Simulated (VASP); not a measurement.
# Mg6TiFe (Amm2) in VASP: further runs

The runs below take Mg6TiFe through single point, with PBEsol.

Program: VASP 6.6.1. These are calculated values, not measurements. Logs are shortened: lines on timing, memory, paths and dates and some standing lists are left out, and cuts for length are marked.

## (1) The structure

The structure is orthorhombic, space group Amm2 (No. 38). Conventional cell: a = 4.782 Å, b = 6.088 Å, c = 10.980 Å, α = 90.00°, β = 90.00°, γ = 90.00°. Fe (site symmetry mm2) is surrounded by 2 Ti at 2.71 Å and 8 Mg at 2.85 to 3.07 Å. Ti (site symmetry mm2) has 2 Fe at 2.71 Å and 8 Mg at 2.93 to 3.05 Å as nearest neighbours. Mg (site symmetry mm2) is surrounded by 10 Mg at 3.00 to 3.21 Å and 2 Ti at 3.05 Å. Mg (site symmetry m) has 8 Mg at 2.92 to 3.21 Å and 2 Ti at 2.93 to 3.35 Å and 2 Fe at 3.07 Å as nearest neighbours. Mg (site symmetry mm2) is surrounded by 10 Mg at 3.00 to 3.14 Å and 2 Fe at 3.06 Å. Mg (site symmetry m) is surrounded by 1 Fe at 2.85 Å and 8 Mg at 2.93 to 3.16 Å and 2 Ti at 3.04 Å.

The cell comes from a database or a generator and needn't be the stable form of this composition.

## (2) Single point, PBEsol, collinear spin, ferromagnetic start

INCAR reads:

```
PREC     = Accurate       # precision mode
ENCUT    = 520            # plane-wave cutoff, eV
EDIFF    = 1E-7           # SCF threshold, eV
ISMEAR   = 0              # smearing method
SIGMA    = 0.05           # smearing width, eV
LREAL    = F              # projectors in reciprocal space
LASPH    = T              # aspherical terms in the spheres
NELM     = 120            # most SCF steps
ALGO     = Normal         # electronic algorithm
ISIF     = 2              # what is computed and relaxed
LWAVE    = F              # write WAVECAR
LCHARG   = F              # write CHGCAR
ISPIN    = 2              # spin polarisation
MAGMOM   = 3 1 0 0 0 0 0 0 # initial moments
LORBIT   = 11             # projections on sites
LMAXMIX  = 4              # l up to which the mixer works
GGA      = PS             # functional
```

KPOINTS reads:

```
regular mesh
0
Gamma
  6 5 5
```

POSCAR reads:

```
Mg6TiFe
1.0
    4.7824760000      0.0000000000      0.0000000000
    0.0000000000      3.0438550000      5.4901440000
    0.0000000000     -3.0438550000      5.4901440000
Fe Ti Mg
1 1 6
Cartesian
    0.0000000000      0.0000000000      8.8450502152
    2.3912380000      0.0000000000      7.5729948307
    2.3912380000      0.0000000000      1.8255717026
    2.3912380000     -1.5852275086      4.6190557924
    2.3912380000      1.5852275086      4.6190557924
    0.0000000000      0.0000000000      3.6321145661
    0.0000000000     -1.4648734819      6.4036490602
    0.0000000000      1.4648734819      6.4036490602
```

Potentials or basis: VASP PAW PBE potentials, release 54 (Fe, Ti_sv, Mg).

On the command line:

```sh
$ cat potpaw_PBE.54/Fe/POTCAR potpaw_PBE.54/Ti_sv/POTCAR potpaw_PBE.54/Mg/POTCAR > POTCAR
$ mpirun -np 1 vasp_std > vasp.out
```

OUTCAR:

```text
PREC = Accurate
   ENCUT = 520
   EDIFF = 1E-7
   ISMEAR = 0
   LREAL = F
   LASPH = T
   NELM = 120
   ISIF = 2
   ISPIN = 2
   LORBIT = 11
   GGA = PS

 ion  position               nearest neighbor table
   1  0.000  0.806  0.806-   2 2.71   2 2.71   8 2.85   7 2.85   6 3.06   6 3.06   5 3.07   4 3.07
                             4 3.07   5 3.07
   2  0.500  0.690  0.690-   1 2.71   1 2.71   5 2.93   4 2.93   8 3.04   7 3.04   7 3.04   8 3.04
                             3 3.05   3 3.05
   3  0.500  0.166  0.166-   6 3.00   6 3.00   8 3.01   7 3.01   7 3.01   8 3.01   2 3.05   2 3.05
                             4 3.07   5 3.07   5 3.21   4 3.21
   4  0.500  0.160  0.681-   5 2.92   2 2.93   7 2.99   7 2.99   6 3.03   6 3.03   3 3.07   1 3.07
                             1 3.07   5 3.17   3 3.21
   5  0.500  0.681  0.160-   4 2.92   2 2.93   8 2.99   8 2.99   6 3.03   6 3.03   3 3.07   1 3.07
                             1 3.07   4 3.17   3 3.21
   6  0.000  0.331  0.331-   3 3.00   3 3.00   5 3.03   4 3.03   4 3.03   5 3.03   1 3.06   1 3.06
                             8 3.13   7 3.13   8 3.14   7 3.14
   7  0.000  0.343  0.824-   1 2.85   8 2.93   4 2.99   4 2.99   3 3.01   3 3.01   2 3.04   2 3.04
                             6 3.13   6 3.14   8 3.16
   8  0.000  0.824  0.343-   1 2.85   7 2.93   5 2.99   5 2.99   3 3.01   3 3.01   2 3.04   2 3.04
                             6 3.13   6 3.14   7 3.16

  LATTYP: Found a base centered orthorhombic cell.
 ALAT       =     6.0877100000
 B/A-ratio  =     1.8036811872
 C/A-ratio  =     0.7855952402

  Lattice vectors:

 A1 = (   0.0000000000,   3.0438550000,  -5.4901440000)
 A2 = (   0.0000000000,   3.0438550000,   5.4901440000)
 A3 = (   4.7824760000,   0.0000000000,   0.0000000000)

Analysis of symmetry for initial positions (statically):
=====================================================================
 Subroutine PRICEL returns:
 Original cell was already a primitive cell.

 Routine SETGRP: Setting up the symmetry group for a
 base centered orthorhombic supercell.

 Subroutine GETGRP returns: Found  4 space group operations
 (whereof  4 operations were pure point group operations)
 out of a pool of  8 trial point group operations.

The static configuration has the point symmetry C_2v.

Analysis of symmetry for dynamics (positions and initial velocities):
=====================================================================
 Subroutine PRICEL returns:
 Original cell was already a primitive cell.

 Routine SETGRP: Setting up the symmetry group for a
 base centered orthorhombic supercell.

 Subroutine GETGRP returns: Found  4 space group operations
 (whereof  4 operations were pure point group operations)
 out of a pool of  8 trial point group operations.

The dynamic configuration has the point symmetry C_2v.

Analysis of structural, dynamic, and magnetic symmetry:
=====================================================================
 Subroutine PRICEL returns:
 Original cell was already a primitive cell.

 Routine SETGRP: Setting up the symmetry group for a
 base centered orthorhombic supercell.

 Subroutine GETGRP returns: Found  4 space group operations
 (whereof  4 operations were pure point group operations)
 out of a pool of  8 trial point group operations.

The overall configuration has the point symmetry C_2v.

 Subroutine INISYM returns: Found  4 space group operations
 (whereof  4 operations are pure point group operations),
 and found     1 'primitive' translations

----------------------------------------------------------------------------------------

                                     Primitive cell

  volume of cell :     159.8418

  direct lattice vectors                    reciprocal lattice vectors
     4.782476000  0.000000000  0.000000000     0.209096711  0.000000000  0.000000000
     0.000000000  3.043855000  5.490144000     0.000000000  0.164265381  0.091072292
     0.000000000 -3.043855000  5.490144000     0.000000000 -0.164265381  0.091072292

  length of vectors
     4.782476000  6.277478347  6.277478347     0.209096711  0.187822463  0.187822463

  position of ions in fractional coordinates (direct lattice)
     0.000000000  0.805539000  0.805539000
     0.500000000  0.689690000  0.689690000
     0.500000000  0.166259000  0.166259000
     0.500000000  0.160270000  0.681066000
     0.500000000  0.681066000  0.160270000
     0.000000000  0.330785000  0.330785000
     0.000000000  0.342567000  0.823823000
     0.000000000  0.823823000  0.342567000

[... 74 lines left out ...]
   ISTART =      0    job   : 0-new  1-cont  2-samecut
   ICHARG =      2    charge: 1-file 2-atom 10-const
   ISPIN  =      2    spin polarized calculation?
   LNONCOLLINEAR =      F non collinear calculations
   LSORBIT =      F    spin-orbit coupling
   LASPH  =      T    aspherical Exc in radial PAW
   ENCUT  =  520.0 eV  38.22 Ry    6.18 a.u.   8.89 11.67 11.67*2*pi/ulx,y,z
   NELM   =    120;   NELMIN=  2; NELMDL= -5     # of ELM steps
   EDIFF  = 0.1E-06   stopping-criterion for ELM
   LREAL  =      F    real-space projection
   EDIFFG = 0.1E-05   stopping-criterion for IOM
   NSW    =      0    number of steps for IOM
   IBRION =     -1    ionic relax: 0-MD 1-quasi-New 2-CG
   NFREE  =      0    steps in history (QN), initial steepest desc. (CG)
   ISIF   =      2    stress and relaxation
   ISYM   =      2    0-nonsym 1-usesym 2-fastsym
   POTIM  = 0.5000    time-step for ionic-motion
   TEBEG  =    0.0;   TEEND  =   0.0 temperature during run
   PSTRESS=    0.0 pullay stress
   NELECT =      32.0000    total number of electrons
   NUPDOWN=      -1.0000    fix difference up-down
   EMIN   =  10.00;   EMAX   =-10.00  energy-range for DOS
   EFERMI =   0.00;   METHOD = LEGACY
   ISMEAR =     0;   SIGMA  =   0.05  broadening in eV -4-tet -1-fermi 0-gaus
   EFERMI_NEDOS =   21; number of points for ismear=-14 and -15
   IALGO  =     38    algorithm
   IMIX   =      4    mixing-type and parameters
     AMIX     =   0.40;   BMIX     =  1.00
     AMIX_MAG =   1.60;   BMIX_MAG =  1.00
  volume/ion in A,a.u.               =      19.98       134.83
  Fermi-wavevector in a.u.,A,eV,Ry     =   0.957697  1.809784 12.479032  0.917183
  Thomas-Fermi vector in A             =   2.086738
   LORBIT       =     11    0 simple, 1 ext, 2 COOP (PROOUT), +10 PAW based schemes
   GGA     = PS    functional components
   LHFCALC =     F    Hartree Fock is set to
   AEXX    =    0.0000 exact exchange contribution
   IVDW    =     0    specifies the selected vdW correction
   LEPSILON=     F    determine dielectric tensor
   LRPA    =     F    only Hartree local field effects (RPA)
 spin polarized calculation
 Gauss-broadening in eV      SIGMA  =   0.05
  energy-cutoff  :      520.00
  volume of cell :      159.84
 maximum number of plane-waves:      4322
 NGX is ok and might be reduce to    36
   NGX = 17   NGY = 23   NGZ = 23

 number of electron      31.9999999 magnetization       0.8667191

 Free energy of the ion-electron system (eV)
  ---------------------------------------------------
  ext. energy  EPLUGINS =         0.00000000
  ---------------------------------------------------
  free energy    TOTEN  =       -26.05275094 eV

  energy without entropy =      -26.04432024  energy(sigma->0) =      -26.04853559

 E-fermi :   3.3845     XC(G=0):  -9.3766

 val. band max:        3.3761710922   @ k =   0.3333   0.2000   0.0000
 cond. band min:       3.3885451096   @ k =   0.3333  -0.4000   0.2000
 fundamental gap:      0.0123740174
 Fermi energy:         3.3844560912

 spin component 1

 k-point     1 :       0.0000    0.0000    0.0000
  band No.  band energies     occupation
      1     -52.7502      1.00000
      2     -29.1986      1.00000
      3     -29.0831      1.00000
      4     -29.0263      1.00000
      5      -3.5283      1.00000
      6       0.5464      1.00000
[... 613 lines left out ...]
     22       5.2918      0.00000
     23       6.2116      0.00000

 [... further k-points ...]

 spin component 2

 k-point     1 :       0.0000    0.0000    0.0000
  band No.  band energies     occupation
      1     -53.6720      1.00000
      2     -30.0916      1.00000
      3     -30.0417      1.00000
      4     -29.9682      1.00000
      5      -3.5970      1.00000
      6       0.8634      1.00000
[... 613 lines left out ...]
     22       5.0153      0.00000
     23       6.0231      0.00000

 [... further k-points ...]

------------------------ aborting loop because EDIFF is reached ----------------------------------------

  FORCE on cell =-STRESS in cart. coord.  units (eV):
  Direction    XX          YY          ZZ          XY          YZ          ZX
  --------------------------------------------------------------------------------------
  -------------------------------------------------------------------------------------
  Total       -1.7920525     -1.4315713     -1.6256210      0.0000000      0.0000000      0.0000000
  in kB      -17.9626673    -14.3493778    -16.2944381      0.0000000      0.0000000      0.0000000
  external PRESSURE =     -16.2021611 kB  Pullay stress =       0.0000000 kB

 VOLUME and BASIS-vectors are now :
 -----------------------------------------------------------------------------
  energy-cutoff  :      520.00
  volume of cell :      159.84
      direct lattice vectors                 reciprocal lattice vectors
     4.782476000  0.000000000  0.000000000     0.209096711  0.000000000  0.000000000
     0.000000000  3.043855000  5.490144000     0.000000000  0.164265381  0.091072292
     0.000000000 -3.043855000  5.490144000     0.000000000 -0.164265381  0.091072292

 POSITION                                       TOTAL-FORCE (eV/Angst)
 -----------------------------------------------------------------------------------
      0.00000      0.00000      8.84505         0.000000      0.000000     -0.127849
      2.39124      0.00000      7.57299         0.000000      0.000000      0.142306
      2.39124      0.00000      1.82557         0.000000      0.000000      0.056962
      2.39124     -1.58523      4.61906         0.000000      0.001813      0.003909
      2.39124      1.58523      4.61906         0.000000     -0.001813      0.003909
      0.00000      0.00000      3.63211         0.000000      0.000000     -0.064163
      0.00000     -1.46487      6.40365         0.000000      0.016677     -0.007536
      0.00000      1.46487      6.40365         0.000000     -0.016677     -0.007536
 -----------------------------------------------------------------------------------
    total drift:                                0.000000     -0.000000     -0.000313

  FREE ENERGIE OF THE ION-ELECTRON SYSTEM (eV)
  ---------------------------------------------------
  free  energy   TOTEN  =       -26.0527509366 eV

  energy  without entropy=      -26.0443202445  energy(sigma->0) =      -26.04853559

 total charge

# of ion       s       p       d       tot
------------------------------------------
    1        0.413   0.282   6.154   6.849
    2        2.196   6.080   1.873  10.149
    3        0.223   0.152   0.014   0.390
    4        0.213   0.148   0.015   0.375
    5        0.213   0.148   0.015   0.375
    6        0.206   0.138   0.015   0.359
    7        0.214   0.149   0.016   0.380
    8        0.214   0.149   0.016   0.380
--------------------------------------------------
tot          3.893   7.246   8.117  19.256

 magnetization (x)

# of ion       s       p       d       tot
------------------------------------------
    1        0.028  -0.009   2.373   2.392
    2       -0.023  -0.025  -0.960  -1.008
    3        0.007   0.003  -0.001   0.008
    4        0.000  -0.007  -0.001  -0.008
    5        0.000  -0.007  -0.001  -0.008
    6       -0.007   0.001  -0.000  -0.007
    7       -0.001  -0.007  -0.001  -0.010
    8       -0.001  -0.007  -0.001  -0.010
--------------------------------------------------
tot          0.003  -0.059   1.406   1.350
```

It took 7.4 min on 1 thread of Intel Xeon Platinum 8375C at 2.90GHz (Ice Lake), shared host; peak memory 0.48 GiB.

Results:

| Item | Value |
| --- | --- |
| Free energy | -26.0528 eV |
| Pressure | -1.6 GPa |
| Largest force | 0.142 eV/Å |
| Band gap on the k mesh | none (metal or under the smearing width) |
| Net moment | 0.87 μB per cell |
| Site moments | Fe +2.39; Ti -1.01; Mg +0.01, -0.01 μB |
| Valence electrons inside the program's atomic spheres | Fe 6.85; Ti 10.15; Mg 0.39, 0.38, 0.36 |

Forces on the atoms (eV/Å):
```
Fe   0.000  0.000 -0.128
Ti   0.000  0.000  0.142
Mg   0.000  0.000  0.057
Mg   0.000  0.002  0.004
Mg   0.000 -0.002  0.004
Mg   0.000  0.000 -0.064
Mg   0.000  0.017 -0.008
Mg   0.000 -0.017 -0.008
```

Levels at points of the mesh, in eV from the Fermi level:
Spin up:
```csv
k point,band 14,band 15,band 16,band 17,band 18,band 19,band 20,band 21
"(0.00, 0.00, 0.00)",-1.34,-1.16,-1.08,-0.81,0.28,0.81,1.05,1.68
"(0.50, 0.00, 0.00)",-0.84,-0.72,-0.68,-0.51,-0.31,-0.08,0.41,0.59
```
Spin down:
| k point | band 13 | band 14 | band 15 | band 16 | band 17 | band 18 |
| --- | --- | --- | --- | --- | --- | --- |
| (0.00, 0.00, 0.00) | -0.76 | -0.67 | -0.26 | 0.08 | 0.15 | 0.56 |
| (0.50, 0.00, 0.00) | -0.84 | -0.78 | -0.77 | -0.71 | -0.36 | -0.31 |

Caveat: the PAW data sets were made with another functional, which shifts forces and pressure a little.

(Continued in part 2 of 2.)
